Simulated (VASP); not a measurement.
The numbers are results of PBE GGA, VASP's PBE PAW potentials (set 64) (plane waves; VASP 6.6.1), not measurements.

Input for VASP

**POSCAR**
```
Sr11Ti12O36
1
    7.8921562860     0.0000000000     0.0000000000
    0.0000000000     7.8921562860     0.0000000000
    0.0000000000     0.0000000000    11.8382344290
Sr Ti O
11 12 36
Direct
  0.0115950300   0.0076019645   0.0015101644
  0.0116713226   0.9975261375   0.3281691745
  0.0075671873   0.9977657460   0.6549910808
  0.0109239878   0.5066338022   0.9967072202
  0.0141629859   0.4988729782   0.3251662246
  0.0080484759   0.4968055638   0.6608777213
  0.5121211129   0.0058047453   0.9964565322
  0.5128086604   0.9956680315   0.3245056036
  0.5134944301   0.9991112176   0.6599923045
  0.5133596589   0.5089753336   0.9945418555
  0.5146827462   0.4955824786   0.6621288540
  0.2665903275   0.2619915913   0.1593903643
  0.2656816874   0.2467766416   0.4878153937
  0.2628770890   0.2526433742   0.8252568141
  0.2652176947   0.7551251262   0.1573106997
  0.2646684080   0.7388142315   0.4869914176
  0.2638583550   0.7544254811   0.8232367727
  0.7585048642   0.2662351821   0.1583740782
  0.7571152450   0.2470824069   0.4867278493
  0.7651092820   0.2506458303   0.8262879772
  0.7612290153   0.7592923890   0.1554615841
  0.7548073690   0.7372205976   0.4859789218
  0.7654508163   0.7535182792   0.8244250458
  0.2330192909   0.9911527579   0.1719293095
  0.9913413478   0.2336802920   0.1711684773
  0.2443098239   0.2466072384   0.0055210615
  0.2350523851   0.0081964116   0.5076791956
  0.9917746992   0.2596836450   0.5085392947
  0.2403763956   0.2429959409   0.3352488119
  0.2325864749   0.9985321357   0.8418308162
  0.9971898567   0.2511566716   0.8463543749
  0.2424481485   0.2493374091   0.6719245665
  0.2270208700   0.4946366137   0.1692437204
  0.9929954873   0.7380268962   0.1703840399
  0.2417261576   0.7487961199   0.0014029023
  0.2341956332   0.5040200823   0.5098713013
  0.9909703362   0.7626233635   0.5073735337
  0.2368761309   0.7533574520   0.3341300991
  0.2330495162   0.4990980104   0.8411408027
  0.9953164230   0.7451113026   0.8384597093
  0.2436599117   0.7509192240   0.6686620537
  0.7388793960   0.9920479222   0.1673338298
  0.4959484020   0.2251549503   0.1684647855
  0.7448266561   0.2458074339   0.0021090978
  0.7444890700   0.0083872353   0.5131653461
  0.4959735872   0.2521638996   0.5156626311
  0.7509568245   0.2386817265   0.3333141430
  0.7275905074   0.9988480770   0.8378289955
  0.4952033062   0.2512042970   0.8433598798
  0.7503094952   0.2490072260   0.6728522829
  0.7442519404   0.4965715021   0.1628595250
  0.4959368503   0.7442862386   0.1660170584
  0.7466818693   0.7518414504   0.0005368490
  0.7462859683   0.5049324891   0.5173002382
  0.4954689984   0.7728951866   0.5072724772
  0.7507626100   0.7586225822   0.3335440067
  0.7298718846   0.4991119242   0.8378966338
  0.4940502272   0.7449862608   0.8398340223
  0.7422687671   0.7517869014   0.6724554734
```

### KPOINTS
```
Regular mesh
0
Gamma
  1 1 1
```

INCAR:
```
SYSTEM = Sr11Ti12O36
PREC = Normal; ENCUT = 400; LREAL = Auto
LASPH = .True.; ISYM = 0; NELECT = 376.0
EDIFF = 1E-5; NELM = 100; NELMIN = 4
ALGO = Fast; LMAXMIX = 4
ISMEAR = 0; SIGMA = 0.05
GGA = PE
IBRION = 2; NSW = 120; ISIF = 2
EDIFFG = -0.03
LWAVE = .False.; LCHARG = .False.
```

POTCAR, in this order: Sr_sv Ti O (PBE.64 set). Program: vasp_gam.

The cell is charged, with a uniform compensating background. The supercell is sampled at Γ alone, which is coarse: total energies, pressure and levels can be off, energies of defects by several tenths of an eV.

Question: Predict the energy per atom (σ→0).

Answer: 
```yaml
energy per atom (σ→0): -7.815 eV/atom
```

File OSZICAR:
```
...
DAV:   1    -0.461086192590E+03    0.65983E-03   -0.53727E-01   472   0.172E+00    0.167E-01
RMM:   2    -0.461087192316E+03   -0.99973E-03   -0.11639E-02   456   0.294E-01    0.131E-01
RMM:   3    -0.461087444091E+03   -0.25177E-03   -0.27832E-03   584   0.128E-01    0.770E-02
RMM:   4    -0.461087456989E+03   -0.12899E-04   -0.59051E-04   658   0.573E-02    0.548E-02
RMM:   5    -0.461087452574E+03    0.44150E-05   -0.22667E-04   646   0.341E-02    0.156E-02
RMM:   6    -0.461087462130E+03   -0.95559E-05   -0.11806E-04   522   0.190E-02    0.809E-03
RMM:   7    -0.461087464704E+03   -0.25742E-05   -0.41950E-05   416   0.119E-02
  94 F= -.46108746E+03 E0= -.46108746E+03  d E =-.607810E-03
```

The cell is a supercell with a defect, built from SrTiO3 (cubic perovskite, the ideal cubic form; the compound distorts at low or room temperature): vac_Sr, charge -2. The run is not spin-polarised, so no state with unpaired spins was tried.
